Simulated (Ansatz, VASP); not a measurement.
# Nb (Nb wire along [111], 14 atoms a period): VASP beside Ansatz

One calculation is typed for both programs; each brings its own data sets. How far apart do they land? Of the first pair: The structure shown is the start of the Ansatz relaxation below; VASP solves that cell, so the two are compared at the walk's first step.

Program: Ansatz 0.2.0. Level of theory: plane waves, with VASP 6.6.1 beside it; single point at PBE. Results are calculated unless marked as measured.

## (1) Set-up

The cell holds 14 atoms: 14 Nb. Cell: a = 13.822 Å, b = 16.259 Å, c = 2.867 Å, α = 90.0°, β = 90.0°, γ = 90.0°. Vacuum lies along a and b. The structure's axis is c.

Structure file:

```cif
data_structure
_symmetry_space_group_name_H-M 'P 1'
_symmetry_Int_Tables_number 1
_cell_length_a 13.8220
_cell_length_b 16.2590
_cell_length_c 2.8665
_cell_angle_alpha 90.000
_cell_angle_beta 90.000
_cell_angle_gamma 90.000
_cell_volume 644.20
loop_
_atom_site_label
_atom_site_type_symbol
_atom_site_fract_x
_atom_site_fract_y
_atom_site_fract_z
_atom_site_occupancy
Nb1 Nb 0.24598 0.70778 0.00000 1
Nb2 Nb 0.41532 0.45844 0.00000 1
Nb3 Nb 0.58465 0.70778 0.00000 1
Nb4 Nb 0.24598 0.37533 0.33333 1
Nb5 Nb 0.41532 0.62467 0.33333 1
Nb6 Nb 0.58465 0.37533 0.33333 1
Nb7 Nb 0.75398 0.62467 0.33333 1
Nb8 Nb 0.24598 0.54156 0.66667 1
Nb9 Nb 0.41532 0.29222 0.66667 1
Nb10 Nb 0.41532 0.79089 0.66667 1
Nb11 Nb 0.58465 0.54156 0.66667 1
Nb12 Nb 0.75398 0.29222 0.66667 1
Nb13 Nb 0.58465 0.20911 0.00000 1
Nb14 Nb 0.75398 0.45844 0.00000 1
```

## (2) Ansatz: relaxation, PBE

Ansatz runs on its PAW soft_1 files.

The two programs are compared at the cell with which this relaxation starts, whose forces are those of its first step.

input.yaml reads:

```yaml
crystal:
  lattice:
    - [13.822, 0.0, 0.0]
    - [0.0, 16.259, 0.0]
    - [0.0, 0.0, 2.8665440865]
  atoms:
    - { symbol: Nb, position: [0.245984662, 0.707780986, 0.0] }
    - { symbol: Nb, position: [0.415317859, 0.458447969, 0.0] }
    - { symbol: Nb, position: [0.584651056, 0.707780986, 0.0] }
    - { symbol: Nb, position: [0.245984662, 0.375336963, 0.333333333] }
    - { symbol: Nb, position: [0.415317859, 0.62466998, 0.333333333] }
    - { symbol: Nb, position: [0.584651056, 0.375336963, 0.333333333] }
    - { symbol: Nb, position: [0.753984252, 0.62466998, 0.333333333] }
    - { symbol: Nb, position: [0.245984662, 0.541558974, 0.666666667] }
    - { symbol: Nb, position: [0.415317859, 0.292225957, 0.666666667] }
    - { symbol: Nb, position: [0.415317859, 0.790891992, 0.666666667] }
    - { symbol: Nb, position: [0.584651056, 0.541558974, 0.666666667] }
    - { symbol: Nb, position: [0.753984252, 0.292225957, 0.666666667] }
    - { symbol: Nb, position: [0.584651056, 0.209114952, 0.0] }
    - { symbol: Nb, position: [0.753984252, 0.458447969, 0.0] }
kpoints:
  mp_grid: { grid: [1, 1, 28] }
scf:
  occupations: { method: fermi_dirac, width: 0.05 }
hamiltonian:
  xc: pbe
  pseudopotentials: { kind: paw, azcp: { folder: soft_1 } }
relax:
  cell: { fix: [a, b, alpha, beta, gamma] }
  max_steps: 45
  f_tol: 0.03
```

Command:

```bash
ansatz run input.yaml --threads 4 --pin off --max-ram 16384MiB --backend cpu --events-out ev --progress --plain --runs-dir out
```

Numbers of over 12 decimals in the logs are rounded to 6 here.

Log:

```text
Engine: ansatz 0.2.0, aarch64-unknown-linux-gnu
Pseudopotentials: kind: paw
Pseudopotential: Nb, paw, valence charge 13, recommended cutoff 420 eV (normal), soft_1/Nb.paw.azcp
Functional definition: PBE
  parameter kappa = 0.804
  parameter beta = 0.066725
  exchange = pbe_x(kappa = kappa, mu = beta*pi^2/3)
  correlation = pbe_c(beta = beta)
Crystal: 14 atoms, lattice volume = 644.204 Å³
Basis set: ecut = 420 eV, 12549 PW (Γ), exchange–correlation on 192×240×40 points (8 copies of the dense FFT grid, shifted against one another)
Bands: 110, of which v1, the nominal top of the filled ones, is band 91 counted from 1 (90 counted from 0)
Symmetry: 2 space group operations
Space group: P-1 (ITA 2), of the structure as read, at distance tolerance 8.6e-5 Å
k-points: 15 of 28
Non-local potential: Nb, projectors of the file, l = 0: 3, l = 1: 2, l = 2: 2, l = 3: 1
PAW form: soft (Blöchl's): semilocal exchange-correlation on the pseudo side does not see the compensation charge
PAW one-centre angular grid: Nb, 590 points (default); XC on 64 Gauss nodes
Initial density: superposition of atomic densities (neutral atoms: chi_scale 0, normalization atom)
Initial wavefunctions: pseudopotential atomic-orbital guess
Functional: x = pbe(κ = 0.804, μ = 0.219515), c = pbe(β = 0.066725)
SCF iter   1: F=—  HF=-63735.275653 eV  |F-HF|=—  |Δ(HF+E_count)|=         —  Δρ=5.88e-2  dr2=1.69e2  ethr=3.10e-3  ⟨swp⟩=10.1  Hψ=7854  notcnv=0  defer=6
preconditioner: auto → LDOS  [metal: Δε(μ)=0.013 eV  Ē_g=3.588 eV  σ=0.050 eV  W_gap=0.07  n_scr=88 (ndim 8)  ℏωp=12.2 eV  f_vac=0.443  D(μ)=13.67/eV (n_scr^D=66)  β→1.0]
SCF iter   2: F=—  HF=-63735.648744 eV  |F-HF|=—  |Δ(HF+E_count)|=   3.73e-1  Δρ=7.08e-2  dr2=4.62e2  ethr=3.10e-3  ⟨swp⟩=7.1  Hψ=4971  notcnv=0  defer=39  recentre
SCF iter   3: F=—  HF=-63720.700487 eV  |F-HF|=—  |Δ(HF+E_count)|=    1.49e1  Δρ=2.40e-2  dr2=4.22e1  ethr=3.10e-3  ⟨swp⟩=5.7  Hψ=4995  notcnv=0  defer=14
SCF iter   4: F=—  HF=-63718.178041 eV  |F-HF|=—  |Δ(HF+E_count)|=    2.52e0  Δρ=4.49e-3  dr2=7.55e-1  ethr=3.10e-3  ⟨swp⟩=3.6  Hψ=2821  notcnv=0  defer=27
SCF iter   5: F=—  HF=-63718.132728 eV  |F-HF|=—  |Δ(HF+E_count)|=   4.53e-2  Δρ=1.71e-3  dr2=6.37e-2  ethr=4.15e-4  ⟨swp⟩=3.9  Hψ=2544  notcnv=0  defer=26
SCF iter   6: F=—  HF=-63718.131295 eV  |F-HF|=—  |Δ(HF+E_count)|=   1.43e-3  Δρ=7.20e-4  dr2=1.90e-2  ethr=3.50e-5  ⟨swp⟩=2.3  Hψ=2735  notcnv=0  defer=26
SCF iter   7: F=—  HF=-63718.130372 eV  |F-HF|=—  |Δ(HF+E_count)|=   9.24e-4  Δρ=2.48e-4  dr2=2.03e-3  ethr=1.04e-5  ⟨swp⟩=2.1  Hψ=2152  notcnv=0  defer=26
SCF iter   8: F=—  HF=-63718.130484 eV  |F-HF|=—  |Δ(HF+E_count)|=   1.12e-4  Δρ=8.26e-5  dr2=1.14e-4  ethr=1.11e-6  ⟨swp⟩=2.0  Hψ=2052  notcnv=0  defer=26
SCF iter   9: F=—  HF=-63718.130496 eV  |F-HF|=—  |Δ(HF+E_count)|=   1.25e-5  Δρ=3.09e-5  dr2=3.92e-5  ethr=6.24e-8  ⟨swp⟩=2.5  Hψ=2904  notcnv=0  defer=26
SCF iter  10: F=—  HF=-63718.130509 eV  |F-HF|=—  |Δ(HF+E_count)|=   1.31e-5  Δρ=1.03e-5  dr2=3.22e-6  ethr=2.16e-8  ⟨swp⟩=2.0  Hψ=1968  notcnv=0  defer=26
SCF iter  11: F=—  HF=-63718.130510 eV  |F-HF|=—  |Δ(HF+E_count)|=   4.97e-7  Δρ=3.82e-6  dr2=1.99e-7  ethr=1.77e-9  ⟨swp⟩=2.1  Hψ=2196  notcnv=0  defer=26
SCF iter  12: F=-63718.130510 eV  HF=-63718.130510 eV  |F-HF|=9.68e-9  |Δ(HF+E_count)|=   5.00e-8  Δρ=1.41e-6  dr2=1.74e-8  ethr=5.49e-11  ⟨swp⟩=5.1  Hψ=5364  notcnv=0
SCF 1 converged in 12 iterations: F = -63718.130510 eV  dr2 = 1.74e-8
  greatest PAW one-centre occupation: 0.998 electrons in one spin orbital (limit 2), on the Nb atom at site 10 (counted from 0), in its partial waves of l = 0
relax step   1: F+E_penalty+E_count = -63718.13050970 eV  Δ(F+E_penalty+E_count) = +0.000e0 eV  max|allowed force component| = 1.511e0 eV/Å  Δτ_max = 0.0000 Å  P = -5.243 GPa  Ω = 644.204 Å³  fix = [a, b, alpha, beta, gamma]  reactions: a -4.314, b -4.530 GPa; alpha +0.199, beta +0.348, gamma -0.271 GPa/rad  (12 SCF iters, dr2 threshold 1.00e-7 eV, accepted)
[...]
relax step   7: F+E_penalty+E_count = -63719.62641922 eV  Δ(F+E_penalty+E_count) = -6.163e-3 eV  max|allowed force component| = 3.778e-2 eV/Å  Δτ_max = 0.0290 Å  P = -0.134 GPa  Ω = 610.741 Å³  energy of the carried Pulay correction = +1.715e-3 eV  fix = [a, b, alpha, beta, gamma]  reactions: a -0.312, b -0.094 GPa; alpha +0.021, beta +0.044, gamma +0.026 GPa/rad  (7 SCF iters, dr2 threshold 7.62e-7 eV, accepted)
[...]
relax step   8: F+E_penalty+E_count = -63719.62741675 eV  Δ(F+E_penalty+E_count) = -9.975e-4 eV  max|allowed force component| = 1.021e-2 eV/Å  Δτ_max = 0.0083 Å  P = -0.105 GPa  Ω = 611.009 Å³  energy of the carried Pulay correction = +1.701e-3 eV  fix = [a, b, alpha, beta, gamma]  reactions: a -0.254, b -0.069 GPa; alpha +0.002, beta +0.001, gamma +0.012 GPa/rad  (7 SCF iters, dr2 threshold 8.92e-8 eV, accepted)
[...]
relax step   9: F+E_penalty+E_count = -63719.62592432 eV  Δ(F+E_penalty+E_count) = +1.492e-3 eV  max|allowed force component| = 1.012e-2 eV/Å  Δτ_max = 0.0000 Å  P = -0.105 GPa  Ω = 611.009 Å³  fix = [a, b, alpha, beta, gamma]  reactions: a -0.252, b -0.068 GPa; alpha +0.002, beta +0.001, gamma +0.012 GPa/rad  stress off target by 4.63e-3 GPa on what of the cell is left free  SCF on the basis re-selected at this cell (its energy is not comparable with the rows above)  (7 SCF iters)
basis re-selected at this cell: Δ(F+E_penalty+E_count) = +1.492e-3 eV, ΔP = +0.000 GPa vs the last step (what re-selecting the basis moved, of the pressure what is left beyond the Pulay correction that the steps carried, after the strain that the cell walked since its last selection, with what the two solves' SCF thresholds leave and, on support functions, any second-order correction that the steps lacked; it is no m [...]
SCF converged after 7 iterations
Free energy (F): -63719.625924 eV
Harris-Foulkes:  -63719.625924 eV  (|F-HF|=5.09e-11)
Internal energy: -63719.504510 eV  (E = F + TS)
E sigma→0 (E₀):  -63719.565217 eV
Entropy (-TS):   -0.121414 eV (-8.672 meV/atom)
Fermi energy:    5.293802 eV
--- Per-component energies (eV) ---
  E_band       = -3250.031176
  E_kinetic    = 5225.705358
  E_local      = -77192.029258  (includes V_loc(G=0)·N_el)
  E_nonlocal   = 1348.786004
  E_hartree    = 35910.258196
  E_xc         = -2310.511752
  E_vxc        = -2795.987853  (∫ρ·V_xc dr)
  E_paw        = -43156.641416  (= ΣΔE_a)
  E_vpaw       = -1657.022931  (= ΣTr[D̂ρ^β])
  E_aug_tail   = 0.000628  (compensation charges beyond the density's cutoff)
  E_ewald      = 16454.927730
  E_smearing   = -0.121414  (= −TS)
  E_closure    = 0.000000  (closes the sum)
  Σ components = -63719.625924   (vs F -63719.625924, Δ=0.00e0)
--- Forces (eV/Å), atoms counted from 1 ---
  atom   1  Nb     0.00623911    -0.00406014     0.00064873
  atom   2  Nb    -0.00507817    -0.00671183    -0.00320263
  atom   3  Nb     0.00272787     0.00123306     0.00005212
  atom   4  Nb     0.01011531     0.00342049     0.00411533
  atom   5  Nb    -0.00429051     0.00015089     0.00112805
  atom   6  Nb     0.00429051    -0.00015089    -0.00112805
  atom   7  Nb    -0.01011531    -0.00342049    -0.00411533
  atom   8  Nb    -0.00882708     0.00145691    -0.00191029
  atom   9  Nb    -0.00272787    -0.00123306    -0.00005212
  atom  10  Nb    -0.00156728     0.00085520    -0.00138109
  atom  11  Nb     0.00507817     0.00671183     0.00320263
  atom  12  Nb    -0.00623911     0.00406014    -0.00064873
  atom  13  Nb     0.00156728    -0.00085520     0.00138109
  atom  14  Nb     0.00882708    -0.00145691     0.00191029
  max |Σ_I F_I| component: 8.67e-19 eV/Å
--- Stress (GPa, compression-positive) ---
       -0.252485      -0.011834      -0.000873
       -0.011834      -0.068256      -0.002247
       -0.000873      -0.002247       0.004634
  P = ⅓ Tr σ = -0.1054 GPa (-1.054 kbar)
--- Relaxed structure (8 steps of the walk, 8 accepted, 1 SCFs on fresh bases) ---
  F+E_penalty+E_count = -63719.62592432 eV   max|allowed force component| = 1.012e-2 eV/Å   (the final SCF, on the basis selected at the relaxed cell)
  cell:  # Å, volume = 611.0094 Å³
    - [13.822, 0, 0]
    - [0, 16.259, 0]
    - [0, 0, 2.718837]
  atoms:
    - { symbol: Nb, position: [0.255567, 0.699335, 0.011417] }
    - { symbol: Nb, position: [0.413795, 0.457517, 0.026430] }
    - { symbol: Nb, position: [0.588897, 0.708375, -0.032461] }
    - { symbol: Nb, position: [0.250535, 0.377038, 0.401934] }
    - { symbol: Nb, position: [0.416706, 0.621789, 0.333336] }
    - { symbol: Nb, position: [0.583263, 0.378211, 0.333330] }
    - { symbol: Nb, position: [0.749434, 0.622962, 0.264733] }
    - { symbol: Nb, position: [0.242622, 0.537941, 0.700107] }
    - { symbol: Nb, position: [0.411072, 0.291625, 0.699128] }
    - { symbol: Nb, position: [0.417321, 0.778649, 0.655238] }
    - { symbol: Nb, position: [0.586174, 0.542483, 0.640237] }
    - { symbol: Nb, position: [0.744402, 0.300665, 0.655249] }
    - { symbol: Nb, position: [0.582648, 0.221351, 0.011429] }
    - { symbol: Nb, position: [0.757347, 0.462059, -0.033441] }
```

[end of part 1 of 2]

[Lines on the potential files, build, host, timing and source positions are cut from VASP's logs without a mark.]

[Logs are printed without paths, hosts, clocks, repeated set-up lines and the standing remarks that a program may print on its own settings, such as how far it seeks lower states.]

[Hosts, paths, dates, database ids (printed as entryN), source tags and the programs' standing remarks are cut or masked in the printed files.]
